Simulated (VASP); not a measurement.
An input for Ansatz (written as the equivalent of a VASP run, and not itself run):

Ansatz 0.2 input:
```yaml
crystal:
  lattice:
    - [1.2476390, -2.0829290, 0.0000000]
    - [1.2476390, 2.0829290, 0.0000000]
    - [0.0000000, 0.0000000, 6.7160230]
  atoms:
    - { symbol: C, position: [0.0000000, 0.0000000, 0.2500000] }
    - { symbol: C, position: [0.0000000, 0.0000000, 0.7500000] }
    - { symbol: C, position: [0.3333330, 0.6666670, 0.2500000] }
    - { symbol: C, position: [0.6982810, 0.3649470, 0.7500000] }
kpoints:
  mp_grid: { grid: [13, 13, 4] }
hamiltonian:
  xc: pbe
  pseudopotentials: { kind: paw }
scf:
  occupations: { method: methfessel_paxton, width: 0.1 }
  max_iter: 100
output: { forces: true, stress: true, eigenvalues: true }
```

Question: Translate this input to VASP (INCAR, KPOINTS, POSCAR, choice of POTCAR).

Answer: One answer among several that fit: 
### INCAR
```
! general
SYSTEM  =  C
PREC    =  Accurate
ENCUT   =  520
LREAL   =  F   ! projection in real space or not
LASPH   =  T   ! aspherical one-centre terms

! electronic loop
EDIFF   =  1E-5
NELM    =  100   ! most electronic steps
ALGO    =  Normal

! smearing
ISMEAR  =  1
SIGMA   =  0.1   ! width (eV)

! functional
GGA     =  PE   ! PBE

! ions
ISIF    =  2

! output
LWAVE   =  F
LCHARG  =  F
```

KPOINTS:
```
K-points
0
Gamma
 13 13 4
```

### POSCAR
```
C
2.4280030
  0.5138539779  -0.8578774408   0.0000000000
  0.5138539779   0.8578774408   0.0000000000
  0.0000000000   0.0000000000   2.7660686581
C
4
Cartesian
  0.0000000000   0.0000000000   0.6915171645
  0.0000000000   0.0000000000   2.0745514936
  0.5138539779   0.2859597189   0.6915171645
  0.5463439373  -0.2859597189   2.0745514936
```

POTCAR, in this order: C (PBE.64 set). Program: vasp_std.

The two are equivalent in intent, not identical: each code has its own PAW files, so the cut-off isn't converted (ENCUT is set for VASP's; basis.ecutwfc is left out, and Ansatz then takes the one that its files recommend); Ansatz stops its SCF on the density residual and VASP on the energy change (EDIFF).

The compound is C in the graphite structure. The cell was not relaxed at this level. The run is one of a series of settings (EDIFF = 1E-5 against the base run), some of them coarse on purpose.
